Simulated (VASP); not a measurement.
# BaZnPF: phonons from a supercell, part 2 of 4

Aim: the phonon dispersion and thermal properties of BaZnPF. The start is a cell from a database of measured crystal structures.

VASP 6.6.1; LDA; plane waves and PAW (Ba_sv, Zn, P, F).

So far. Step 2 (Relax the host): The run ended after 5 ionic steps, 0.122 eV below its first step, once forces and stress met EDIFFG = -0.02.

## 3. Relax the host again, on a new basis

The volume changed by more than 5 %, so the plane waves of the start no longer fit; a second relaxation removes that error.

Contents of INCAR:

```
SYSTEM = BaZnPF
PREC = Accurate
ENCUT = 520
EDIFF = 1E-06
NELM = 120
ISMEAR = 0
SIGMA = 0.05
LREAL = .FALSE.
ALGO = Normal
GGA = CA
NBANDS = 42
LORBIT = 11
LWAVE = .FALSE.
LCHARG = .FALSE.
KPAR = 4
LASPH = .TRUE.
IBRION = 2
NSW = 30
ISIF = 3
EDIFFG = -0.02
POTIM = 0.4
```

Contents of POSCAR:

```
BaZnPF
1.0
    4.0674923466      0.0000000000      0.0000000000
    0.0000000000      4.0674923466      0.0000000000
    0.0000000000      0.0000000000      9.2957857668
Ba Zn P F
2 2 2 2
Direct
    0.0000000000      0.5000000000      0.6709412536
    0.5000000000      0.0000000000      0.3290587464
    0.0000000000      0.0000000000      0.0000000000
    0.5000000000      0.5000000000      0.0000000000
    0.5000000000      0.0000000000      0.8510284010
    0.0000000000      0.5000000000      0.1489715990
    0.0000000000      0.0000000000      0.5000000000
    0.5000000000      0.5000000000      0.5000000000
```

Contents of KPOINTS:

```
Automatic mesh
0
Gamma
5 5 2
0 0 0
```

The projector-augmented-wave data sets are Ba_sv, Zn, P and F (LDA family, release 64).

On the command line:

```sh
$ mpirun -np 4 vasp_std
```

The program printed:

```text
[... set-up lines as in an earlier step ...]
 entering main loop
       N       E                     dE             d eps       ncg     rms          rms(c)
DAV:   1     0.659223651580E+03    0.65922E+03   -0.31461E+04  1008   0.174E+03
DAV:   2     0.450389509459E+02   -0.61418E+03   -0.58653E+03  1074   0.423E+02
DAV:   3    -0.389331234928E+02   -0.83972E+02   -0.83107E+02  1164   0.165E+02
DAV:   4    -0.434758198646E+02   -0.45427E+01   -0.45298E+01  1376   0.330E+01
DAV:   5    -0.436247596136E+02   -0.14894E+00   -0.14887E+00  1472   0.576E+00    0.128E+01
DAV:   6    -0.403428473550E+02    0.32819E+01   -0.13583E+01  1332   0.485E+01    0.881E+00
DAV:   7    -0.403423846902E+02    0.46266E-03   -0.31303E+00  1198   0.106E+01    0.473E+00
DAV:   8    -0.402758806428E+02    0.66504E-01   -0.21317E-01  1278   0.275E+00    0.125E+00
DAV:   9    -0.402648165623E+02    0.11064E-01   -0.39668E-02  1552   0.167E+00    0.234E-01
DAV:  10    -0.402653224923E+02   -0.50593E-03   -0.72732E-03  1206   0.436E-01    0.188E-01
DAV:  11    -0.402653859266E+02   -0.63434E-04   -0.12658E-03  1368   0.263E-01    0.639E-02
DAV:  12    -0.402653132905E+02    0.72636E-04   -0.51916E-04  1388   0.222E-01    0.142E-02
DAV:  13    -0.402653165001E+02   -0.32096E-05   -0.61389E-05  1254   0.380E-02    0.881E-03
DAV:  14    -0.402653167716E+02   -0.27155E-06   -0.47631E-06  1256   0.127E-02
   1 F= -.40265317E+02 E0= -.40265316E+02  d E =-.402653E+02
 curvature:   0.00 expect dE= 0.000E+00 dE for cont linesearch  0.000E+00
 trial: gam= 0.00000 g(F)=  0.271E-05 g(S)=  0.914E-05 ort = 0.000E+00 (trialstep = 0.100E+01)
 search vector abs. value=  0.119E-04
 reached required accuracy - stopping structural energy minimisation
```

Wall time 25 s (4 MPI ranks of Intel Xeon 6975P-C (Granite Rapids), shared host); peak memory 0.92 GiB; 75 s of CPU time.

OUTCAR, selected parts (step 3):

```text
  LATTYP: Found a simple tetragonal cell.
 ALAT       =     4.0674923466
 C/A-ratio  =     2.2853849435

 Found     12 irreducible k-points:

   dimension x,y,z NGX =    30 NGY =   30 NGZ =   70
   dimension x,y,z NGXF=    60 NGYF=   60 NGZF=  140

   ENCUT  =  520.0 eV  38.22 Ry    6.18 a.u.   7.56  7.56 17.28*2*pi/ulx,y,z

   NELECT =      68.0000    total number of electrons

 E-fermi :   3.6152

 k-point     1 :       0.0000    0.0000    0.0000
  band No.  band energies     occupation
    ...
     30       1.0818      2.00000
     31       1.0818      2.00000
     32       2.8347      2.00000
     33       3.4792      1.99988
     34       3.4792      1.99988
     35       3.7391      0.00046
     36       4.9602      0.00000
     37       5.6119      0.00000
     38       6.0255      0.00000
     39       7.0604      0.00000
    ...

 k-point     2 :       0.2000    0.0000    0.0000
  band No.  band energies     occupation
    ...
     30      -0.1922      2.00000
     31       1.3731      2.00000
     32       2.3374      2.00000
     33       2.8839      2.00000
     34       3.3149      2.00000
     35       4.6358      0.00000
     36       6.0534      0.00000
     37       6.1273      0.00000
     38       6.5967      0.00000
     39       7.3932      0.00000
    ...

  Total        0.0246685      0.0246685     -0.0260439      0.0000000     -0.0000000      0.0000000
  in kB        0.2569883      0.2569883     -0.2713165      0.0000000     -0.0000000      0.0000000
  external PRESSURE =       0.0808867 kB  Pullay stress =       0.0000000 kB

  energy-cutoff  :      520.00
  volume of cell :      153.79
      direct lattice vectors                 reciprocal lattice vectors
     4.067492347  0.000000000  0.000000000     0.245851723  0.000000000  0.000000000
     0.000000000  4.067492347  0.000000000     0.000000000  0.245851723  0.000000000
     0.000000000  0.000000000  9.295785767     0.000000000  0.000000000  0.107575629

 POSITION                                       TOTAL-FORCE (eV/Angst)
 -----------------------------------------------------------------------------------
      0.00000      2.03375      6.23693        -0.000000      0.000000     -0.004844
      2.03375      0.00000      3.05886        -0.000000      0.000000      0.004844
      0.00000      0.00000      0.00000        -0.000000     -0.000000      0.000000
      2.03375      2.03375      0.00000         0.000000      0.000000      0.000000
      2.03375      0.00000      7.91098        -0.000000      0.000000     -0.003415
      0.00000      2.03375      1.38481        -0.000000      0.000000      0.003415
      0.00000      0.00000      4.64789        -0.000000     -0.000000      0.000000
      2.03375      2.03375      4.64789        -0.000000      0.000000      0.000000
 -----------------------------------------------------------------------------------
    total drift:                                0.000000      0.000000      0.000000

  FREE ENERGIE OF THE ION-ELECTRON SYSTEM (eV)
  ---------------------------------------------------
  free  energy   TOTEN  =       -40.2653167716 eV

  energy  without entropy=      -40.2653142366  energy(sigma->0) =      -40.26531550

 total charge
# of ion       s       p       d       tot
------------------------------------------
    1        2.007   5.615   0.320   7.941
    2        2.007   5.615   0.320   7.941
    3        0.554   0.517   9.767  10.837
    4        0.554   0.517   9.767  10.837
    5        1.029   1.504   0.000   2.534
    6        1.029   1.504   0.000   2.534
    7        1.729   4.351   0.000   6.080
    8        1.729   4.351   0.000   6.080
--------------------------------------------------
tot         10.637  23.973  20.174  54.784

[... 5 parts as in an earlier step ...]

[... 6 further parts left out ...]
```

CONTCAR:

```
BaZnPF
   1.00000000000000
     4.0674923465999999    0.0000000000000000    0.0000000000000000
     0.0000000000000000    4.0674923465999999    0.0000000000000000
     0.0000000000000000    0.0000000000000000    9.2957857667999999
  Ba              Zn              P               F
     2     2     2     2
Direct
     0.0000000000000000    0.5000000000000000    0.6709412535999988
     0.5000000000000000    0.0000000000000000    0.3290587464000012
     0.0000000000000000    0.0000000000000000    0.0000000000000000
     0.5000000000000000    0.5000000000000000    0.0000000000000000
     0.5000000000000000    0.0000000000000000    0.8510284010000007
     0.0000000000000000    0.5000000000000000    0.1489715989999993
     0.0000000000000000    0.0000000000000000    0.5000000000000000
     0.5000000000000000    0.5000000000000000    0.5000000000000000
```

Little changed from the start: no atom moved by 0.005 Å and no cell edge by 0.1 %.

Numbers from this step:

```
electronic cycles              : 14
pressure                       : 0.008089 GPa
gap on the k-mesh              : 0.2599 eV
least direct gap on the k-mesh : 0.2599 eV
```

The start already met the threshold, so nothing moved.

## 4. Tight relaxation

Force constants are second derivatives, so residual forces and stress must first be far smaller than in an ordinary relaxation. Mesh and cutoff differ from the relaxation before, which can move the cell too.

Contents of INCAR:

```
SYSTEM = BaZnPF
PREC = Accurate
ENCUT = 480
EDIFF = 1E-08
NELM = 120
ISMEAR = 0
SIGMA = 0.05
LREAL = .FALSE.
ALGO = Fast
GGA = CA
NBANDS = 42
LORBIT = 11
LWAVE = .FALSE.
LCHARG = .FALSE.
KPAR = 4
LASPH = .TRUE.
IBRION = 1
NSW = 30
ISIF = 3
EDIFFG = -0.002
POTIM = 0.4
```

POSCAR is that of step 3.

Contents of KPOINTS:

```
Automatic mesh
0
Gamma
7 7 3
0 0 0
```

On the command line:

```sh
$ mpirun -np 4 vasp_std
```

The program printed:

```text
[... set-up lines as in an earlier step ...]
 entering main loop
       N       E                     dE             d eps       ncg     rms          rms(c)
DAV:   1     0.642112110545E+03    0.64211E+03   -0.30174E+04  1680   0.165E+03
DAV:   2     0.451558699371E+02   -0.59696E+03   -0.57060E+03  1820   0.410E+02
DAV:   3    -0.388925281920E+02   -0.84048E+02   -0.83011E+02  1916   0.161E+02
DAV:   4    -0.434934355663E+02   -0.46009E+01   -0.45848E+01  2312   0.330E+01
DAV:   5    -0.436389933236E+02   -0.14556E+00   -0.14547E+00  2440   0.583E+00    0.128E+01
RMM:   6    -0.404396967691E+02    0.31993E+01   -0.13692E+01  1701   0.191E+01    0.903E+00
RMM:   7    -0.403338884059E+02    0.10581E+00   -0.25293E+00  1859   0.831E+00    0.444E+00
RMM:   8    -0.402993672792E+02    0.34521E-01   -0.66171E-01  1958   0.316E+00    0.205E+00
RMM:   9    -0.402905542531E+02    0.88130E-02   -0.17742E-01  2053   0.242E+00    0.397E-01
RMM:  10    -0.402931190076E+02   -0.25648E-02   -0.54251E-02  2389   0.927E-01    0.232E-01
RMM:  11    -0.402935017027E+02   -0.38270E-03   -0.15007E-02  2285   0.537E-01    0.119E-01
RMM:  12    -0.402938122828E+02   -0.31058E-03   -0.58567E-03  2589   0.257E-01    0.409E-02
RMM:  13    -0.402940477050E+02   -0.23542E-03   -0.24711E-03  2683   0.128E-01    0.265E-02
RMM:  14    -0.402941426265E+02   -0.94921E-04   -0.10125E-03  2584   0.961E-02    0.246E-02
RMM:  15    -0.402941711115E+02   -0.28485E-04   -0.49895E-04  2631   0.635E-02    0.641E-03
RMM:  16    -0.402942006196E+02   -0.29508E-04   -0.30067E-04  2777   0.385E-02    0.708E-03
RMM:  17    -0.402942145900E+02   -0.13970E-04   -0.12313E-04  2761   0.258E-02    0.132E-02
RMM:  18    -0.402942191492E+02   -0.45592E-05   -0.65345E-05  2532   0.216E-02    0.787E-03
 num prob RMM:  19    -0.402942213965E+02   -0.22473E-05   -0.31371E-05  2680   0.140E-02    0.529E-03
 num prob  num prob  num prob  num prob  num prob  num prob  num prob  num prob  num prob  num prob  num prob  num prob  num prob  num prob RMM:  20    -0.402942232220E+02   -0.18255E-05   -0.19375E-05  2545   0.952E-03    0.507E-03
 num prob  num prob  num prob  num prob  num prob  num prob  num prob  num prob  num prob  num prob  num prob  num prob  num prob  num prob  num prob  num prob  num prob  num prob  num prob  num prob  num prob  num prob  num prob  num prob  num prob RMM:  21    -0.402942240629E+02   -0.84096E-06   -0.90153E-06  2260   0.688E-03    0.514E-03
 num prob  num prob  num prob RMM:  22    -0.402942247296E+02   -0.66669E-06   -0.61842E-06  2338   0.541E-03    0.582E-03
 num prob  num prob  num prob  num prob  num prob RMM:  23    -0.402942245191E+02    0.21055E-06   -0.26545E-06  2332   0.476E-03    0.341E-03
 num prob  num prob  num prob  num prob  num prob  num prob  num prob  num prob  num prob  num prob  num prob  num prob RMM:  24    -0.402942246218E+02   -0.10274E-06   -0.18244E-06  2152   0.314E-03    0.285E-03
 num prob  num prob  num prob  num prob  num prob RMM:  25    -0.402942246291E+02   -0.73178E-08   -0.82940E-07  2102   0.253E-03    0.220E-03
 num prob  num prob  num prob  num prob  num prob  num prob  num prob  num prob  num prob  num prob  num prob RMM:  26    -0.402942246940E+02   -0.64844E-07   -0.56272E-07  1571   0.185E-03    0.240E-03
 num prob  num prob  num prob  num prob  num prob RMM:  27    -0.402942246174E+02    0.76538E-07   -0.44988E-07  2209   0.265E-03    0.859E-04
 num prob  num prob  num prob  num prob  num prob  num prob  num prob  num prob  num prob RMM:  28    -0.402942246485E+02   -0.31026E-07   -0.22941E-07  1747   0.149E-03    0.104E-03
 num prob  num prob  num prob  num prob  num prob  num prob  num prob RMM:  29    -0.402942246539E+02   -0.54433E-08   -0.80059E-08  1377   0.966E-04
   1 F= -.40294225E+02 E0= -.40294224E+02  d E =-.402942E+02
 BRION: g(F)=  0.191E-04 g(S)=  0.542E-03
 bond charge predicted
       N       E                     dE             d eps       ncg     rms          rms(c)
DAV:   1    -0.402994149822E+02   -0.51903E-02   -0.88611E-02  1984   0.278E+00    0.524E-01
RMM:   2    -0.402949975032E+02    0.44175E-02   -0.19975E-02  1681   0.101E+00    0.171E-01
RMM:   3    -0.402946025889E+02    0.39491E-03   -0.14806E-03  1728   0.238E-01    0.803E-02
RMM:   4    -0.402944550159E+02    0.14757E-03   -0.44852E-04  1770   0.114E-01    0.352E-02
RMM:   5    -0.402944449152E+02    0.10101E-04   -0.12122E-04  1835   0.615E-02    0.144E-02
RMM:   6    -0.402944452875E+02   -0.37229E-06   -0.31414E-05  1946   0.281E-02    0.833E-03
RMM:   7    -0.402944448266E+02    0.46090E-06   -0.10998E-05  1998   0.208E-02    0.213E-03
RMM:   8    -0.402944449906E+02   -0.16403E-06   -0.31156E-06  2419   0.725E-03    0.169E-03
 num prob  num prob  num prob  num prob RMM:   9    -0.402944450331E+02   -0.42477E-07   -0.77297E-07  2404   0.319E-03    0.851E-04
 num prob WARNING in EDDRMM: call to ZHEGV failed, returncode =   8  4     34
 num prob RMM:  10    -0.402944450577E+02   -0.24586E-07   -0.26754E-07  2115   0.182E-03    0.288E-04
 num prob  num prob  num prob  num prob  num prob  num prob  num prob  num prob RMM:  11    -0.402944450642E+02   -0.64902E-08   -0.93192E-08  1599   0.112E-03
   2 F= -.40294445E+02 E0= -.40294445E+02  d E =-.220410E-03
[...]
3 F= -.40294463E+02 E0= -.40294463E+02  d E =-.179971E-04
[...]
4 F= -.40294467E+02 E0= -.40294466E+02  d E =-.353354E-05
 BRION: g(F)=  0.826E-06 g(S)=  0.823E-06 retain N=  2 mean eig= 0.98
 eig:   0.707  1.258
 bond charge predicted
       N       E                     dE             d eps       ncg     rms          rms(c)
DAV:   1    -0.402944726057E+02   -0.60142E-05   -0.34830E-04  1790   0.103E-01    0.165E-02
RMM:   2    -0.402944695782E+02    0.30275E-05   -0.13206E-05  1689   0.243E-02    0.945E-03
RMM:   3    -0.402944683559E+02    0.12223E-05   -0.31823E-06  1796   0.106E-02    0.369E-03
RMM:   4    -0.402944681552E+02    0.20078E-06   -0.93134E-07  1877   0.587E-03    0.109E-03
RMM:   5    -0.402944681557E+02   -0.55934E-09   -0.17453E-07  1843   0.235E-03    0.555E-04
RMM:   6    -0.402944681574E+02   -0.16889E-08   -0.47447E-08  1441   0.118E-03
   5 F= -.40294468E+02 E0= -.40294468E+02  d E =-.156264E-05
 BRION: g(F)=  0.453E-07 g(S)=  0.126E-05 retain N=  2 mean eig= 1.61
 eig:   1.607  1.607
 reached required accuracy - stopping structural energy minimisation
```

The job ended after 2.6 min (4 MPI ranks; peak memory 1.1 GiB).

OUTCAR, selected parts (step 4):

```text
 Found     20 irreducible k-points:

   k-points           NKPTS =     20   k-points in BZ     NKDIM =     20   number of bands    NBANDS=     42

   ENCUT  =  480.0 eV  35.28 Ry    5.94 a.u.   7.27  7.27 16.61*2*pi/ulx,y,z

   NELECT =      68.0000    total number of electrons

 E-fermi :   3.6347

 k-point     1 :       0.0000    0.0000    0.0000
  band No.  band energies     occupation
    ...
     30       1.0924      2.00000
     31       1.0924      2.00000
     32       2.8430      2.00000
     33       3.4922      1.99994
     34       3.4922      1.99994
     35       3.7619      0.00032
     36       4.9814      0.00000
     37       5.6274      0.00000
     38       6.0546      0.00000
     39       7.0839      0.00000
    ...

 k-point     2 :       0.1429    0.0000    0.0000
  band No.  band energies     occupation
    ...
     30       0.2200      2.00000
     31       1.2461      2.00000
     32       2.7253      2.00000
     33       2.8782      2.00000
     34       3.4097      2.00000
     35       4.3990      0.00000
     36       5.6033      0.00000
     37       5.9766      0.00000
     38       6.8515      0.00000
     39       6.8718      0.00000
    ...

  Total       -0.0100170     -0.0100170     -0.0077571      0.0000000      0.0000000     -0.0000000
  in kB       -0.1046072     -0.1046072     -0.0810071      0.0000000      0.0000000     -0.0000000
  external PRESSURE =      -0.0967405 kB  Pullay stress =       0.0000000 kB

  energy-cutoff  :      480.00
  volume of cell :      153.42
      direct lattice vectors                 reciprocal lattice vectors
     4.063376202  0.000000000  0.000000000     0.246100767  0.000000000  0.000000000
     0.000000000  4.063376202  0.000000000     0.000000000  0.246100767  0.000000000
    -0.000000000  0.000000000  9.292073989    -0.000000000  0.000000000  0.107618601

 POSITION                                       TOTAL-FORCE (eV/Angst)
 -----------------------------------------------------------------------------------
     -0.00000      2.03169      6.23432         0.000000     -0.000000     -0.000710
      2.03169      0.00000      3.05776        -0.000000     -0.000000      0.000710
      0.00000     -0.00000      0.00000        -0.000000      0.000000      0.000000
      2.03169      2.03169      0.00000        -0.000000     -0.000000      0.000000
      2.03169     -0.00000      7.90723        -0.000000      0.000000      0.000290
     -0.00000      2.03169      1.38484         0.000000      0.000000     -0.000290
     -0.00000     -0.00000      4.64604        -0.000000     -0.000000      0.000000
      2.03169      2.03169      4.64604         0.000000      0.000000      0.000000
 -----------------------------------------------------------------------------------
    total drift:                                0.000000      0.000000      0.000000

  FREE ENERGIE OF THE ION-ELECTRON SYSTEM (eV)
  ---------------------------------------------------
  free  energy   TOTEN  =       -40.2944681574 eV

  energy  without entropy=      -40.2944675290  energy(sigma->0) =      -40.29446784

 total charge
# of ion       s       p       d       tot
------------------------------------------
    1        2.007   5.615   0.321   7.943
    2        2.007   5.615   0.321   7.943
    3        0.556   0.518   9.767  10.841
    4        0.556   0.518   9.767  10.841
    5        1.030   1.503   0.000   2.533
    6        1.030   1.503   0.000   2.533
    7        1.735   4.352   0.000   6.087
    8        1.735   4.352   0.000   6.087
--------------------------------------------------
tot         10.656  23.977  20.176  54.809

[... 6 parts as in an earlier step ...]

[... 6 further parts left out ...]
```

CONTCAR:

```
BaZnPF
   1.00000000000000
     4.0633762016142061    0.0000000000000000    0.0000000000000000
     0.0000000000000000    4.0633762016142061    0.0000000000000000
    -0.0000000000000000    0.0000000000000000    9.2920739892111257
  Ba              Zn              P               F
     2     2     2     2
Direct
    -0.0000000000000000    0.5000000000000000    0.6709284881695992
     0.5000000000000000    0.0000000000000000    0.3290715118304011
     0.0000000000000000   -0.0000000000000000   -0.0000000000000000
     0.5000000000000000    0.5000000000000000    0.0000000000000000
     0.5000000000000000   -0.0000000000000000    0.8509649392639340
     0.0000000000000000    0.5000000000000000    0.1490350607360661
     0.0000000000000000   -0.0000000000000000    0.5000000000000000
     0.5000000000000000    0.5000000000000000    0.5000000000000000
```

Step by step:

```csv
step,energy less that of the first step (eV),largest force (eV/Å),pressure (GPa),volume (Å³)
1,0.0000,0.0145,-0.20,153.79
2,-0.0002,0.0116,0.04,153.37
3,-0.0002,0.0052,0.00,153.43
4,-0.0002,0.0031,0.00,153.42
5,-0.0002,0.0007,-0.01,153.42
```

```csv
"conventional cell, symmetrised",before,after,change
a (Å),4.067,4.063,-0.1 %
b (Å),4.067,4.063,-0.1 %
c (Å),9.296,9.292,-0.0 %
volume (Å³/atom),19.22,19.18,-0.2 %
```

Final coordinates:

```cif
data_structure
_symmetry_space_group_name_H-M 'P 1'
_symmetry_Int_Tables_number 1
_cell_length_a 4.0634
_cell_length_b 4.0634
_cell_length_c 9.2921
_cell_angle_alpha 90.000
_cell_angle_beta 90.000
_cell_angle_gamma 90.000
_cell_volume 153.42
loop_
_atom_site_label
_atom_site_type_symbol
_atom_site_fract_x
_atom_site_fract_y
_atom_site_fract_z
_atom_site_occupancy
Ba1 Ba 0.00000 0.50000 0.67093 1
Ba2 Ba 0.50000 0.00000 0.32907 1
Zn3 Zn 0.00000 0.00000 0.00000 1
Zn4 Zn 0.50000 0.50000 0.00000 1
P5 P 0.50000 0.00000 0.85096 1
P6 P 0.00000 0.50000 0.14904 1
F7 F 0.00000 0.00000 0.50000 1
F8 F 0.50000 0.50000 0.50000 1
```

Numbers from this step:

* electronic cycles: 60
* free energy (TOTEN): -40.29 eV
* Fermi energy: 3.635 eV
* pressure: -0.009674 GPa
* gap on the k-mesh: 0.2697 eV
* least direct gap on the k-mesh: 0.2697 eV

The run ended after 5 ionic steps, 0.000 eV below its first step, once forces and stress met EDIFFG = -0.002.

(Continued in part 3 of 4.)

[Lines on the potential files, build, host, timing and source positions are cut from VASP's logs without a mark.]

[Logs are printed without paths, hosts, clocks, repeated set-up lines and the standing remarks that a program may print on its own settings, such as how far it seeks lower states.]

[Hosts, paths, dates, database ids (printed as entryN), source tags and the programs' standing remarks are cut or masked in the printed files.]

[Runs that stopped without an error message from VASP are left out.]
